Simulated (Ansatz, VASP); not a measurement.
# Ba3Zn2Te4: VASP beside Ansatz

Contents of INCAR:

```
SYSTEM = Ba3Zn2Te4
ALGO     = Fast           ! electronic algorithm
EDIFF    = 1E-7           ! SCF threshold, eV
ENCUT    = 520            ! plane-wave cutoff, eV
GGA      = PS             ! functional
ISIF     = 2              ! what is computed and relaxed
ISMEAR   = -1             ! smearing method
LASPH    = .True.         ! aspherical terms in the spheres
LCHARG   = .False.        ! write CHGCAR
LREAL    = .False.        ! projectors in reciprocal space
LWAVE    = .False.        ! write WAVECAR
NBANDS   = 49             ! bands
NELM     = 100            ! most SCF steps
PREC     = Accurate       ! precision mode
SIGMA    = 0.1            ! smearing width, eV
```

Contents of KPOINTS:

```
k-points
0
Gamma
  4 4 3
  0 0 0
```

File POSCAR:

```
Ba3Zn2Te4
1.0
    0.0000000000      4.8477100000      0.0000000000
    8.8812930000     -2.4238550000      0.0000000000
    2.8931390000      0.0000000000     -7.0844790000
Ba Zn Te
3 2 4
Direct
    0.1419400000      0.2838800000      0.4096900000
    0.8580600000      0.7161200000      0.5903100000
    0.0000000000      0.0000000000      0.0000000000
    0.3316700000      0.6633400000      0.9717400000
    0.6683300000      0.3366600000      0.0282600000
    0.2077100000      0.4154200000      0.8034600000
    0.7922900000      0.5845800000      0.1965400000
    0.4977500000      0.9955000000      0.6848600000
    0.5022500000      0.0045000000      0.3151400000
```

Input for Ansatz:

```yaml
crystal:
  lattice:
    - [0.0, 4.84771, 0.0]
    - [8.881293, -2.423855, 0.0]
    - [2.893139, 0.0, -7.084479]
  atoms:
    - { symbol: Ba, position: [0.14194, 0.28388, 0.40969] }
    - { symbol: Ba, position: [0.85806, 0.71612, 0.59031] }
    - { symbol: Ba, position: [0.0, 0.0, 0.0] }
    - { symbol: Zn, position: [0.33167, 0.66334, 0.97174] }
    - { symbol: Zn, position: [0.66833, 0.33666, 0.02826] }
    - { symbol: Te, position: [0.20771, 0.41542, 0.80346] }
    - { symbol: Te, position: [0.79229, 0.58458, 0.19654] }
    - { symbol: Te, position: [0.49775, 0.9955, 0.68486] }
    - { symbol: Te, position: [0.50225, 0.0045, 0.31514] }
  symmetry: { tolerance: 0.0003 }
kpoints:
  mp_grid: { grid: [4, 4, 3], shift: [0, 0, 0] }
magnetization:
  spin_polarized: false
scf:
  occupations: { method: fermi_dirac }
hamiltonian:
  pseudopotentials: { kind: paw }
  xc: pbesol
basis:
  ecutwfc: 420
output:
  forces: true
  stress: true
  eigenvalues: true
```

The cell was built by a generator and needn't be a form met in nature.

Alike in both runs: task single point; functional PBEsol; k mesh 4 × 4 × 3; no spin polarisation.

```csv
,VASP,Ansatz
version,VASP 6.6.1,Ansatz 0.2.0
potentials or method,"VASP PAW PBE potentials, release 64 (Ba_sv, Zn, Te)",PAW plane waves
plane-wave cutoff (eV),520,420
occupations,"fermi-dirac, width 0.1 eV",fermi-dirac
valence electrons in the cell,78,118
```

|  | VASP | Ansatz | Ansatz less VASP |
| --- | --- | --- | --- |
| gap on the k mesh at the Fermi level (eV) | none | none | - |
| pressure (GPa) | 0.6 | 0.3 | -0.36 |
| largest component of the traceless stress (GPa) | 3.23 | 3.25 | +0.015 |
| rms of the force components (eV/Å) | 0.685 | 0.691 | +0.0053 |

Atom by atom the forces differ by 0.009 eV/Å (rms over components). A gap of «none» marks a metal or a gap that the smearing closes. The two sets of potentials don't hold the same shells in valence.

Caveats: the PAW data sets were made with another functional, which shifts forces and pressure a little (VASP). The runs have no spin-orbit coupling, so splittings on Ba, Te are missing.
